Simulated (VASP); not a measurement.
These are RPBE GGA, VASP's PBE PAW potentials (set 64) (plane waves; VASP 6.6.1) values and carry that method's errors.

A VASP calculation is set up with these files.

### POSCAR
```
SiO2
1
    4.2681614438     0.0000000000     0.0000000000
    0.0000000000     4.2681614438     0.0000000000
    0.0000000000     0.0000000000     2.6999786127
Si O
2 4
Direct
  0.0000000000   0.0000000000   0.0000000000
  0.5000000000   0.5000000000   0.5000000000
  0.3074851788   0.3074851788   0.0000000000
  0.8074851788   0.1925148212   0.5000000000
  0.1925148212   0.8074851788   0.5000000000
  0.6925148212   0.6925148212   0.0000000000
```

INCAR:
```
! general
SYSTEM = SiO2
PREC   = Accurate
ENCUT  = 520
LREAL  = .FALSE.   ! projection in real space or not
LASPH  = .TRUE.
ICHARG = 11   ! fixed density

! electronic loop
EDIFF  = 1E-7   ! SCF stop (eV)
NELM   = 100
ALGO   = Normal   ! blocked Davidson

! smearing
ISMEAR = 0
SIGMA  = 0.05   ! width (eV)

! functional
GGA    = RP   ! RPBE

! output
LWAVE  = .FALSE.
LCHARG = .FALSE.
LORBIT = 11   ! lm-projected
```

**KPOINTS**
```
k-points along high-symmetry lines
10
Line-mode
Reciprocal
  0.000000   0.000000   0.000000 ! GAMMA
  0.000000   0.500000   0.000000 ! X

  0.000000   0.500000   0.000000 ! X
  0.500000   0.500000   0.000000 ! M

  0.500000   0.500000   0.000000 ! M
  0.000000   0.000000   0.000000 ! GAMMA

  0.000000   0.000000   0.000000 ! GAMMA
  0.000000   0.000000   0.500000 ! Z

  0.000000   0.000000   0.500000 ! Z
  0.000000   0.500000   0.500000 ! R

  0.000000   0.500000   0.500000 ! R
  0.500000   0.500000   0.500000 ! A

  0.500000   0.500000   0.500000 ! A
  0.000000   0.000000   0.500000 ! Z

  0.000000   0.500000   0.000000 ! X
  0.000000   0.500000   0.500000 ! R

  0.500000   0.500000   0.000000 ! M
  0.500000   0.500000   0.500000 ! A
```

POTCAR, in this order: Si O (PBE.64 set). Program: vasp_std. Read from the step before: CHGCAR.

Output of the run:

**OSZICAR**
```
       N       E                     dE             d eps       ncg     rms          rms(c)
DAV:   1     0.164869373377E+03    0.16487E+03   -0.17784E+04  3600   0.152E+03
DAV:   2    -0.357766046958E+02   -0.20065E+03   -0.19206E+03  4860   0.312E+02
DAV:   3    -0.432277560413E+02   -0.74512E+01   -0.74097E+01  4308   0.633E+01
DAV:   4    -0.433048396704E+02   -0.77084E-01   -0.76911E-01  4256   0.712E+00
DAV:   5    -0.433060268398E+02   -0.11872E-02   -0.11869E-02  4160   0.798E-01
DAV:   6    -0.433060594960E+02   -0.32656E-04   -0.32654E-04  4296   0.112E-01
DAV:   7    -0.433060604438E+02   -0.94773E-06   -0.94771E-06  4116   0.171E-02
DAV:   8    -0.433060604837E+02   -0.39900E-07   -0.39880E-07  3300   0.284E-03
   1 F= -.43306060E+02 E0= -.43306060E+02  d E =-.477809E-12
```

### OUTCAR
```
 val. band max:        7.5877390426   @ k =   0.0000   0.0000   0.0000

 cond. band min:      12.4120563331   @ k =   0.0000   0.0000   0.0000



 k-point     1 :       0.0000    0.0000    0.0000
  band No.  band energies     occupation
      1     -14.4809      2.00000
      2     -11.1489      2.00000
      3     -11.1489      2.00000
      4     -11.0314      2.00000
      5      -2.8533      2.00000
      6       1.4868      2.00000
      7       1.4868      2.00000
      8       1.8855      2.00000
      9       2.5177      2.00000
     10       2.7175      2.00000
     11       4.6379      2.00000
     12       4.6379      2.00000
     13       5.1162      2.00000
     14       6.7608      2.00000
     15       6.7608      2.00000
     16       7.5877      2.00000
     17      12.4121      0.00000
     18      14.2659      0.00000
     19      15.8883      0.00000
     20      15.8883      0.00000

 k-point     2 :       0.0000    0.0556    0.0000
  band No.  band energies     occupation
      1     -14.4661      2.00000
      2     -11.3040      2.00000
      3     -11.1417      2.00000
      4     -10.9076      2.00000
      5      -2.8312      2.00000
      6       1.3701      2.00000
      7       1.4889      2.00000
      8       1.9439      2.00000
      9       2.5292      2.00000
     10       2.8177      2.00000
     11       4.6030      2.00000
     12       4.6442      2.00000
     13       5.1290      2.00000
     14       6.6894      2.00000
     15       6.7551      2.00000
     16       7.5648      2.00000
     17      12.4696      0.00000
     18      14.2897      0.00000
     19      15.8935      0.00000
     20      15.8955      0.00000

 k-point     3 :       0.0000    0.1111    0.0000
  band No.  band energies     occupation
      1     -14.4214      2.00000
      2     -11.5303      2.00000
      3     -11.1202      2.00000
      4     -10.7732      2.00000
      5      -2.7657      2.00000
      6       1.0953      2.00000
...
```

The density is held fixed in this step, so its total energy and stress have no physical meaning.

The compound is SiO2 in the rutile structure, stishovite, a high-pressure form. It was relaxed first, which changed the volume by +5 %.
